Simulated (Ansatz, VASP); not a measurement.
# Cross-check of SnCl2 (1T-SnCl2 monolayer) between VASP and Ansatz

Aim: how closely do two programs agree when they are given the same cell, functional and k mesh? The cell is taken from a series of runs on this material, whose earlier steps may have relaxed, scaled, displaced or heated it; both programs get it as it stands.

Main program and level: Ansatz 0.2.0; plane waves, with VASP 6.6.1 beside it; PBE with D3(BJ).

## Step 1: The structure

The cell holds 3 atoms: 2 Cl and 1 Sn. Cell: a = 4.230 Å, b = 4.230 Å, c = 21.035 Å, α = 90.0°, β = 90.0°, γ = 120.0°. Vacuum lies along c.

## Step 2: Ansatz: single point, PBE with D3(BJ)

Ansatz runs on its default PAW (the set named soft_2) files.

With cell and atoms fixed, the geometry can't cause a difference; cores, projectors, grids and the points listed under the comparison can.

input.yaml reads:

```yaml
crystal:
  lattice:
    - [4.2299864955, 0.0, 0.0]
    - [-2.1149932478, 3.6632757628, 0.0]
    - [0.0, 0.0, 21.035198072]
  atoms:
    - { symbol: Cl, position: [0.6666666667, 0.3333333333, 0.4278543025] }
    - { symbol: Sn, position: [0.0, 0.0, 0.5] }
    - { symbol: Cl, position: [0.3333333333, 0.6666666667, 0.5721456975] }
kpoints:
  mp_grid: { grid: [18, 18, 1] }
  band_path:
    path: [[0, 0, 0], [0.5, 0, 0], [0.33333333, 0.33333333, 0], [0, 0, 0]]
    npoints: 16
hamiltonian:
  xc: pbe
  dispersion: d3bj
scf:
  occupations: { method: fermi_dirac, width: 0.02585 }
  convergence: { dr2_threshold: 1.0e-10 }
efield:
  axis: 3
  dipole_correction: true
  ramp_position: 0.97
  ramp_width: 0.06
  amplitude: 0
output:
  dos: { projected: true, e_range: [-6, 5] }
  write_potential: true
  write_density: true
  volumetric_format: npy
  elf: true
```

Started as:

```
> ansatz run input.yaml --threads 2 --pin off --max-ram 3072MiB --backend cpu --events-out ev --progress --plain --runs-dir out
```

Numbers of over 12 decimals in the logs are rounded to 6 here.

Log:

```text
Engine: ansatz 0.2.0, x86_64-unknown-linux-gnu
Pseudopotentials: kind: paw
Pseudopotential: Cl, paw, valence charge 7, recommended cutoff 420 eV (normal), Cl.paw.azcp
Pseudopotential: Sn, paw, valence charge 14, recommended cutoff 420 eV (normal), Sn.paw.azcp
Functional definition: PBE
  parameter kappa = 0.804
  parameter beta = 0.066725
  exchange = pbe_x(kappa = kappa, mu = beta*pi^2/3)
  correlation = pbe_c(beta = beta)
Crystal: 3 atoms, lattice volume = 325.953 Å³
Basis set: ecut = 420 eV, 6305 PW (Γ)
Bands: 18, of which v1, the nominal top of the filled ones, is band 14 counted from 1 (13 counted from 0)
Symmetry: 6 space group operations
k-points: 37 of 324 (time reversal used)
Non-local potential: Cl, projectors of the file, l = 0: 2, l = 1: 2, l = 2: 2
Non-local potential: Sn, projectors of the file, l = 0: 2, l = 1: 2, l = 2: 2, l = 3: 2
PAW form: soft (Blöchl's): semilocal exchange-correlation on the pseudo side does not see the compensation charge
PAW one-centre angular grid: Cl, 110 points (default); XC on 64 Gauss nodes
PAW one-centre angular grid: Sn, 590 points (default); XC on 64 Gauss nodes
Initial density: superposition of atomic densities (neutral atoms: chi_scale 0, normalization atom), corrected by the library's trained network
Initial wavefunctions: pseudopotential atomic-orbital guess
Functional: x = pbe(κ = 0.804, μ = 0.219515), c = pbe(β = 0.066725)
SCF iter   1: F=—  HF=-8186.574836 eV  |F-HF|=—  |Δ(HF+E_count)|=         —  Δρ=4.67e-4  dr2=1.52e-3  ethr=1.77e-3  p=0.000 e·Å  D=2.46e-14 V/Å  ΔV_dip=-0.00 eV  dr2_dipole=1.93e-11  V_vac-E_F(+/−)=5.62/5.62 eV  ⟨swp⟩=8.0  Hψ=4267  notcnv=0
efield: sawtooth ramp at fractional position 0.9700 (set: `efield.ramp_position`, or a place that a band, a saddle search or an elastic batch's reference lends), width 0.0600; the density the first Hamiltonian is built on has a dipole p = 0.000 e·Å; the dipole correction subtracts the counter field D = 2.46e-14 V/Å, which shifts the + side's vacuum level by -0.00 eV against the − side's; the planar-averaged density in the ramp window peaks in size at 1.3e-6 e/Å³
preconditioner: auto → Resta (q_TF=auto, 1.812 Å⁻¹)  ε∞=1.8  [insulator: Δε(μ)=2.415 eV  Ē_g=10.046 eV  σ=0.026 eV  W_gap=1.00  n_scr=30 (ndim 8)  ℏωp=8.7 eV  f_vac=0.703  D(μ)=0.00/eV (n_scr^D=0)  ε∞_Penn≈1.8  vacuum switching on, ρ_ref=7.3e-3 e/Å³]
SCF iter   2: F=—  HF=-8186.575442 eV  |F-HF|=—  |Δ(HF+E_count)|=   6.05e-4  Δρ=2.83e-4  dr2=4.27e-4  ethr=5.44e-6  p=-0.000 e·Å  D=-1.51e-6 V/Å  ΔV_dip=0.00 eV  dr2_dipole=3.54e-12  V_vac-E_F(+/−)=5.57/5.57 eV  ⟨swp⟩=2.1  Hψ=1631  notcnv=0
SCF iter   3: F=—  HF=-8186.575569 eV  |F-HF|=—  |Δ(HF+E_count)|=   1.27e-4  Δρ=1.22e-4  dr2=9.33e-5  ethr=1.52e-6  p=-0.000 e·Å  D=-2.14e-6 V/Å  ΔV_dip=0.00 eV  dr2_dipole=4.23e-10  V_vac-E_F(+/−)=5.53/5.53 eV  ⟨swp⟩=3.0  Hψ=1161  notcnv=0
SCF iter   4: F=—  HF=-8186.575572 eV  |F-HF|=—  |Δ(HF+E_count)|=   3.68e-6  Δρ=4.05e-5  dr2=6.14e-6  ethr=3.33e-7  p=0.000 e·Å  D=4.20e-6 V/Å  ΔV_dip=-0.00 eV  dr2_dipole=6.31e-10  V_vac-E_F(+/−)=5.52/5.52 eV  ⟨swp⟩=2.0  Hψ=959  notcnv=0
SCF iter   5: F=—  HF=-8186.575571 eV  |F-HF|=—  |Δ(HF+E_count)|=   9.02e-7  Δρ=1.48e-5  dr2=1.34e-6  ethr=2.19e-8  p=-0.000 e·Å  D=-6.70e-6 V/Å  ΔV_dip=0.00 eV  dr2_dipole=1.96e-9  V_vac-E_F(+/−)=5.52/5.52 eV  ⟨swp⟩=2.0  Hψ=1240  notcnv=0
SCF iter   6: F=—  HF=-8186.575484 eV  |F-HF|=—  |Δ(HF+E_count)|=   8.77e-5  Δρ=4.06e-6  dr2=1.17e-7  ethr=4.78e-9  p=0.000 e·Å  D=1.71e-5 V/Å  ΔV_dip=-0.00 eV  dr2_dipole=1.25e-8  V_vac-E_F(+/−)=5.52/5.52 eV  ⟨swp⟩=2.3  Hψ=1002  notcnv=0
SCF iter   7: F=—  HF=-8186.575484 eV  |F-HF|=—  |Δ(HF+E_count)|=   1.14e-8  Δρ=2.77e-6  dr2=9.02e-8  ethr=4.19e-10  p=-0.000 e·Å  D=-1.80e-5 V/Å  ΔV_dip=0.00 eV  dr2_dipole=1.38e-8  V_vac-E_F(+/−)=5.52/5.52 eV  ⟨swp⟩=2.9  Hψ=1168  notcnv=0
SCF iter   8: F=—  HF=-8186.575484 eV  |F-HF|=—  |Δ(HF+E_count)|=   1.41e-8  Δρ=8.89e-7  dr2=3.79e-9  ethr=3.22e-10  p=-0.000 e·Å  D=-1.62e-6 V/Å  ΔV_dip=0.00 eV  dr2_dipole=1.25e-10  V_vac-E_F(+/−)=5.52/5.52 eV  ⟨swp⟩=1.3  Hψ=714  notcnv=0
SCF iter   9: F=—  HF=-8186.575484 eV  |F-HF|=—  |Δ(HF+E_count)|=  8.89e-10  Δρ=2.12e-7  dr2=1.85e-10  ethr=1.35e-11  p=0.000 e·Å  D=1.39e-7 V/Å  ΔV_dip=-0.00 eV  dr2_dipole=1.92e-15  V_vac-E_F(+/−)=5.52/5.52 eV  ⟨swp⟩=2.0  Hψ=1184  notcnv=0
SCF iter  10: F=-8186.575484 eV  HF=-8186.575484 eV  |F-HF|=5.46e-12  |Δ(HF+E_count)|=  5.82e-11  Δρ=3.38e-8  dr2=6.59e-12  ethr=1.00e-12  p=-0.000 e·Å  D=-2.89e-8 V/Å  ΔV_dip=0.00 eV  dr2_dipole=3.72e-15  V_vac-E_F(+/−)=5.52/5.52 eV  ⟨swp⟩=2.6  Hψ=1461  notcnv=0
SCF 1 converged in 10 iterations: F = -8186.575484 eV  dr2 = 6.59e-12
  greatest PAW one-centre occupation: 0.993 electrons in one spin orbital (limit 2), on the Sn atom at site 1 (counted from 0), in its partial waves of l = 2
NSCF: frozen V_eff on 49 k-points
efield: sawtooth ramp at fractional position 0.9700 (kept from the solve that this one continues, or follows in the run), width 0.0600; the density the first Hamiltonian is built on has a dipole p = -0.000 e·Å; the dipole correction subtracts the counter field D = -2.89e-8 V/Å, which shifts the + side's vacuum level by +0.00 eV against the − side's; the planar-averaged density in the ramp window peaks in size at 3.6e-7 e/Å³
WARN: The output density's exchange-correlation potential varies sharply where the density is thin. Do not read a vacuum level from v_tot or v_xc, or from such a field of the output density. On a cell that repeats whose density bears no net charge and no dipole along the vacuum's axis use v_es (v_loc + v_h of the components); under efield.dipole_correction with no amplitude use v_es + v_field, which holds any externa [...]
SCF converged after 10 iterations
Free energy (F): -8186.575484 eV
Harris-Foulkes:  -8186.575484 eV  (|F-HF|=5.46e-12)
Internal energy: -8186.575484 eV  (E = F + TS)
E sigma→0 (E₀):  -8186.575484 eV
Fermi energy:    -2.737866 eV
Dipole field:    D = 0.000000 V/Å  (p = 0.000000 e·Å, saw-weighted, corrected)
Work function:   Φ+ = 5.5181 eV   Φ− = 5.5181 eV
Levels:          The Fermi level and band energies are counted from a zero that moves with the ramp; work functions are not
--- Per-component energies (eV) ---
  E_band       = -409.610911
  E_kinetic    = 504.893356
  E_local      = -11936.711344  (includes V_loc(G=0)·N_el)
  E_nonlocal   = 23.593512
  E_hartree    = 5838.626640
  E_xc         = -597.375285
  E_vxc        = -339.923429  (∫ρ·V_xc dr)
  E_paw        = -5448.528416  (= ΣΔE_a)
  E_vpaw       = -338.716522  (= ΣTr[D̂ρ^β])
  E_aug_tail   = 0.000181  (compensation charges beyond the density's cutoff)
  E_efield     = 0.000000  (sawtooth field / dipole correction)
  E_vefield    = 0.000000  (∫n·V_field dr)
  E_ewald      = 3429.357825
  E_disp       = -0.431953  (pairwise vdW)
  E_smearing   = -0.000000  (= −TS)
  E_closure    = 0.000000  (closes the sum)
  Σ components = -8186.575484   (vs F -8186.575484, Δ=0.00e0)
--- Band table (eV; the first three rows and the last of 37) ---
  k-point 0: bands = [... 10 lower, -5.9344, -5.9344, -5.7667, -4.6997, -1.5581, 0.1619, 0.1619, 2.2719]
  k-point 1: bands = [... 10 lower, -5.9506, -5.8992, -5.7632, -4.6377, -1.4787, 0.1098, 0.1895, 2.3253]
  k-point 2: bands = [... 10 lower, -6.0331, -5.8581, -5.7588, -4.4971, -1.2694, 0.0006, 0.2666, 2.4626]
  k-point 36: bands = [... 10 lower, -6.9018, -5.8248, -5.8248, -3.9732, 0.4158, 0.4158, 0.7471, 4.0621]
```

## Step 3: VASP: single point, PBE with D3(BJ)

The same cell, functional, mesh and smearing now go to VASP, with its own data sets.

Lines of VASP's logs that name or quote its potential files are left out, and so is its time.

INCAR reads:

```
SYSTEM = SnCl2
PREC = Accurate
ENCUT = 400
EDIFF = 1E-06
NELM = 120
ISMEAR = -1
SIGMA = 0.02585
LREAL = .FALSE.
ALGO = Normal
GGA = PE
IVDW = 12
NBANDS = 20
LORBIT = 11
LWAVE = .FALSE.
LCHARG = .FALSE.
ISIF = 2
LDIPOL = .TRUE.
IDIPOL = 3
DIPOL = 0.5 0.5 0.5
LVHAR = .TRUE.
LASPH = .TRUE.
GGA_COMPAT = .FALSE.
EFERMI = MIDGAP
NELMDL = -8
```

POSCAR reads:

```
SnCl2
1.0
    4.2299864955      0.0000000000      0.0000000000
   -2.1149932478      3.6632757628      0.0000000000
    0.0000000000      0.0000000000     21.0351980720
Cl Sn
2 1
Direct
    0.6666666667      0.3333333333      0.4278543025
    0.3333333333      0.6666666667      0.5721456975
    0.0000000000      0.0000000000      0.5000000000
```

KPOINTS reads:

```
Automatic mesh
0
Gamma
18 18 1
0 0 0
```

The projector-augmented-wave data sets are Cl and Sn_d (PBE family, release 64).

Started as:

```
> mpirun -np 1 vasp_std
```

Log:

```text
[banner, memory and clock lines left out]
running    1 mpi-ranks, on    1 nodes
 distrk:  each k-point on    1 cores,    1 groups
 distr:  one band on    1 cores,    1 groups

 POSCAR found type information on POSCAR ClSn
 POSCAR found :  2 types and       3 ions
 LDA part: xc-table for (Slater+PW92), standard interpolation
 POSCAR, INCAR and KPOINTS ok, starting setup
 FFT: planning ... GRIDC
 FFT: planning ... GRID_SOFT
 FFT: planning ... GRID
 WAVECAR not read
 entering main loop
       N       E                     dE             d eps       ncg     rms          rms(c)
DAV:   1     0.199622530889E+03    0.19962E+03   -0.10310E+04  1776   0.904E+02
DAV:   2     0.198965477453E+02   -0.17973E+03   -0.17474E+03  1972   0.223E+02
DAV:   3    -0.998437918346E+01   -0.29881E+02   -0.29580E+02  1840   0.975E+01
DAV:   4    -0.109664155139E+02   -0.98204E+00   -0.97889E+00  1776   0.230E+01
DAV:   5    -0.109935257840E+02   -0.27110E-01   -0.27108E-01  1932   0.393E+00
DAV:   6    -0.109943914295E+02   -0.86565E-03   -0.86564E-03  1940   0.661E-01
DAV:   7    -0.109944436872E+02   -0.52258E-04   -0.52258E-04  2144   0.140E-01
DAV:   8    -0.109944439815E+02   -0.29431E-06   -0.29435E-06  1800   0.118E-02    0.518E+00
DAV:   9    -0.104421640502E+02    0.55228E+00   -0.15296E+00  2164   0.726E+00    0.319E+00
DAV:  10    -0.104275244784E+02    0.14640E-01   -0.27037E-01  1716   0.245E+00    0.160E+00
DAV:  11    -0.104324828402E+02   -0.49584E-02   -0.30193E-02  1620   0.144E+00    0.162E-01
DAV:  12    -0.104328813182E+02   -0.39848E-03   -0.28519E-03  1924   0.355E-01    0.119E-01
DAV:  13    -0.104333987825E+02   -0.51746E-03   -0.48714E-04  1672   0.114E-01    0.649E-02
DAV:  14    -0.104339031638E+02   -0.50438E-03   -0.28136E-04  1672   0.931E-02    0.139E-02
DAV:  15    -0.104340613398E+02   -0.15818E-03   -0.27291E-05  2020   0.303E-02    0.875E-03
DAV:  16    -0.104343918529E+02   -0.33051E-03   -0.95346E-05  1648   0.413E-02    0.105E-02
DAV:  17    -0.104344338213E+02   -0.41968E-04   -0.85250E-06  1992   0.128E-02    0.625E-03
DAV:  18    -0.104345085282E+02   -0.74707E-04   -0.89549E-06  1376   0.117E-02    0.420E-03
DAV:  19    -0.104345471914E+02   -0.38663E-04   -0.43892E-06  1608   0.109E-02    0.177E-03
DAV:  20    -0.104345622971E+02   -0.15106E-04   -0.11737E-06  1584   0.493E-03    0.230E-03
DAV:  21    -0.104345633286E+02   -0.10315E-05   -0.39639E-08  1116   0.131E-03    0.111E-03
DAV:  22    -0.104345652218E+02   -0.18932E-05   -0.79790E-08  1284   0.160E-03    0.744E-04
DAV:  23    -0.104345653065E+02   -0.84736E-07   -0.68960E-09  1068   0.487E-04
   1 F= -.10866480E+02 E0= -.10866480E+02  d E =-.488948E-22
```

Parts of OUTCAR (step 3):

```text
ion  position               nearest neighbor table
   1  0.667  0.333  0.428-   3 2.88   3 2.88   3 2.88
   2  0.333  0.667  0.572-   3 2.88   3 2.88   3 2.88
   3  0.000  0.000  0.500-   1 2.88   2 2.88   1 2.88   2 2.88   1 2.88   2 2.88

  LATTYP: Found a hexagonal cell.
 ALAT       =     4.2299864955
 C/A-ratio  =     4.9728759405

 Subroutine GETGRP returns: Found 12 space group operations
 (whereof 12 operations were pure point group operations)

The static configuration has the point symmetry D_3d.

 Found     37 irreducible k-points:

   k-points           NKPTS =     37   k-points in BZ     NKDIM =     37   number of bands    NBANDS=     20

   dimension x,y,z NGX =    28 NGY =   28 NGZ =  140
   dimension x,y,z NGXF=    56 NGYF=   56 NGZF=  280

   ENCUT  =  400.0 eV  29.40 Ry    5.42 a.u.   6.90  6.90 34.30*2*pi/ulx,y,z

   NELECT =      28.0000    total number of electrons

 k-points in reciprocal lattice and weights: Automatic mesh
   0.00000000  0.00000000  0.00000000       0.003
   0.05555556 -0.00000000  0.00000000       0.019
   0.11111111 -0.00000000  0.00000000       0.019
   0.16666667  0.00000000  0.00000000       0.019
   0.22222222 -0.00000000  0.00000000       0.019
   0.27777778  0.00000000  0.00000000       0.019
   0.33333333  0.00000000  0.00000000       0.019
   0.38888889  0.00000000  0.00000000       0.019
   0.44444444 -0.00000000  0.00000000       0.019
[...]
0.33333333  0.27777778  0.00000000       0.037
   0.33333333  0.33333333  0.00000000       0.006

 dipolmoment           0.000000      0.000000     -0.000000 electrons x Angstroem

 average (electrostatic) potential at core
       1 -98.9022       2 -98.9022       3-110.6051

 E-fermi :  -3.1783

 k-point     1 :       0.0000    0.0000    0.0000
  band No.  band energies     occupation
    ...
     10      -6.4497      2.00000
     11      -6.3472      2.00000
     12      -6.3472      2.00000
     13      -6.1824      2.00000
     14      -5.1106      2.00000
     15      -1.9703      0.00000
     16      -0.2429      0.00000
     17      -0.2429      0.00000
     18       1.8613      0.00000
     19       2.0357      0.00000
    ...

 k-point     2 :       0.0556   -0.0000    0.0000
  band No.  band energies     occupation
    ...
     10      -6.5079      2.00000
     11      -6.3635      2.00000
     12      -6.3121      2.00000
     13      -6.1789      2.00000
     14      -5.0487      2.00000
     15      -1.8909      0.00000
     16      -0.2953      0.00000
     17      -0.2153      0.00000
     18       1.9154      0.00000
     19       2.0604      0.00000
    ...

 k-point     3 :       0.1111   -0.0000    0.0000
  band No.  band energies     occupation
    ...
     10      -6.6144      2.00000
     11      -6.4461      2.00000
     12      -6.2710      2.00000
     13      -6.1746      2.00000
     14      -4.9084      2.00000
     15      -1.6814      0.00000
     16      -0.4053      0.00000
     17      -0.1382      0.00000
     18       2.0539      0.00000
     19       2.1361      0.00000
    ...

 Edisp (eV)   -0.43191

  Total      -0.04336    -0.04336    -0.03820     0.00000    -0.00000     0.00000
  in kB      -0.21313    -0.21313    -0.18775     0.00000    -0.00000     0.00000
  external pressure =       -0.20 kB  Pullay stress =        0.00 kB

  energy-cutoff  :      400.00
  volume of cell :      325.95
      direct lattice vectors                 reciprocal lattice vectors
     4.229986496  0.000000000  0.000000000     0.236407374  0.136489861  0.000000000
    -2.114993248  3.663275763  0.000000000     0.000000000  0.272979722  0.000000000
     0.000000000  0.000000000 21.035198072     0.000000000  0.000000000  0.047539367

 POSITION                                       TOTAL-FORCE (eV/Angst)
 -----------------------------------------------------------------------------------
      2.11499      1.22109      9.00000         0.000000      0.000000     -0.000925
     -0.00000      2.44218     12.03520        -0.000000     -0.000000      0.000925
      0.00000      0.00000     10.51760        -0.000000      0.000000      0.000000
 -----------------------------------------------------------------------------------
    total drift:                                0.000000     -0.000000      0.000000

  FREE ENERGIE OF THE ION-ELECTRON SYSTEM (eV)
  ---------------------------------------------------
  free  energy   TOTEN  =       -10.8664802769 eV

  energy  without entropy=      -10.8664802769  energy(sigma->0) =      -10.86648028

 vacuum level on the upper side and lower side of the slab         2.361         2.361

 total charge
# of ion       s       p       d       tot
------------------------------------------
    1        1.606   3.488   0.000   5.094
    2        1.606   3.488   0.000   5.094
    3        1.487   0.460   9.991  11.938
--------------------------------------------------
tot          4.699   7.436   9.991  22.126

[... 3 further parts left out ...]
```

## Step 4: Side by side

Known differences besides the potentials themselves: the cutoff is 420 eV in Ansatz and 400 eV in VASP. Total energies have different zeros and are not compared.

Compared:

```tsv
quantity	Ansatz	VASP	difference
gap on the k mesh (eV)	2.415	2.416	-0.001
```

A gap on the mesh is an upper bound, since the band edges may lie between its points. Where the cell holds vacuum, a pressure given here is an average over it and none of the material.

## Step 5: Results

* difference in gap on the k mesh (single point, PBE with D3(BJ)): -9.7e-4 eV

What this shows: The difference in gap on the k mesh is -9.7e-4 eV (single point, PBE with D3(BJ)), within the 0.08 eV picked in this series as the mark of a large difference. How closely two codes agree says nothing of how well the functional describes the real material.

[Lines on the potential files, build, host, timing and source positions are cut from VASP's logs without a mark.]

[Logs are printed without paths, hosts, clocks, repeated set-up lines and the standing remarks that a program may print on its own settings, such as how far it seeks lower states.]

[Hosts, paths, dates, database ids (printed as entryN), source tags and the programs' standing remarks are cut or masked in the printed files.]
